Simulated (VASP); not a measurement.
Energy against volume of ZrO2 (fluorite). Method: rev-vdW-DF2, VASP's PBE PAW potentials (set 64) (plane waves; VASP 6.6.1). Run with 520 eV cut-off, 8×8×8 Γ-centred mesh, Gaussian smearing of 0.050 eV, potentials Zr_sv O.

| V (Å³/atom) | E (eV/atom) |
|---|---|
| 10.370 | -7.94466 |
| 10.701 | -7.97105 |
| 11.032 | -7.97960 |
| 11.363 | -7.97284 |

Q: Fit these four points and predict the energy of the run at 11.694 Å³/atom.

A: A cubic in V^(−2/3), the third-order Birch-Murnaghan form, passes through the four points with V0 = 11.04 Å³/atom and B0 = 245 GPa, and gives -7.9529 eV/atom there. The run gave -7.9530 eV/atom, -0.1 meV/atom from the fit; all five points give B0 = 245 GPa.

The compound is ZrO2 in the fluorite structure, the high-temperature cubic form, which is unstable at 0 K; the monoclinic form is the stable one. It was relaxed first.
